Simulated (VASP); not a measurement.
Crystal: Zr.

```xyz
2
Lattice="3.2392 0.0000 0.0000 -1.6196 2.8053 0.0000 0.0000 0.0000 5.1722" Properties=species:S:1:pos:R:3 pbc="T T T"
Zr    0.0000    1.8702    1.2931
Zr    1.6196    0.9351    3.8792
```

* Program: VASP 6.6.1
* Task: relaxation of cell and atoms
* Functional: PBEsol
* Potentials or basis: VASP PAW PBE potentials, release 64 (Zr_sv)
* Cutoff: 300 eV
* k mesh: 15 × 15 × 8
* Occupations: gaussian, width 0.1 eV
* Spin: no spin polarisation

At the start: pressure -4.7 GPa; volume 23.50 Å³/atom.

Q: Where does the relaxation end?

A: Over 9 steps the energy falls by 18.4 meV/atom and the volume is 22.29 Å³/atom (-5.1 %); space group P6_3/mmc (No. 194, to 0.05 Å).

Step by step:
| step | energy change (eV) | largest force (eV/Å) | pressure (GPa) | volume (Å³) |
| --- | --- | --- | --- | --- |
| 1 | 0.0000 | 0.0000 | -4.69 | 47.00 |
| 2 | -0.0024 | 0.0000 | 5.28 | 42.47 |
| 3 | -0.0363 | 0.0000 | -0.03 | 44.63 |
| 4 | -0.0363 | 0.0000 | 0.07 | 44.59 |
| 5 | -0.0367 | 0.0000 | 0.06 | 44.57 |
| 6 | -0.0368 | 0.0000 | 0.06 | 44.56 |
| 7 | -0.0368 | 0.0000 | 0.06 | 44.56 |
| 8 | -0.0368 | 0.0000 | -0.07 | 44.62 |
| 9 | -0.0368 | 0.0000 | 0.00 | 44.59 |

Final structure:
```xyz
2
Lattice="3.1743 0.0000 0.0000 -1.5872 2.7490 0.0000 0.0000 0.0000 5.1097" Properties=species:S:1:pos:R:3 pbc="T T T"
Zr    0.0000    1.8327    1.2774
Zr    1.5872    0.9163    3.8322
```

Caveat: the PAW data sets were made with another functional, which shifts forces and pressure a little.
